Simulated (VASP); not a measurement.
Consider the following.

```yaml
crystal:
  lattice:
    - [0.00000, 2.67846, 2.67846]
    - [2.67846, 0.00000, 2.67846]
    - [2.67846, 2.67846, 0.00000]
  atoms:
    - { symbol: Si, position: [0.00000, 0.00000, 0.00000] }
    - { symbol: Si, position: [0.25000, 0.25000, 0.25000] }
```

Level of theory: HSEsol screened hybrid, VASP's PBE PAW potentials (set 64) (plane waves; VASP). Settings: 520 eV cut-off, 6×6×6 Γ-centred mesh, Gaussian smearing of 0.050 eV, potentials Si.

**Question.** Give the stress tensor in GPa (positive for a compressed cell).

**Answer.** 
```
3.49  0.00  0.00
0.00  3.49  0.00
0.00  0.00  3.49
```
The pressure is its mean diagonal, 3.49 GPa.

The compound is Si in the diamond structure. This cell is one point of a volume scan, at 0.94 of the reference volume. The cell's shape comes from a PBE relaxation.
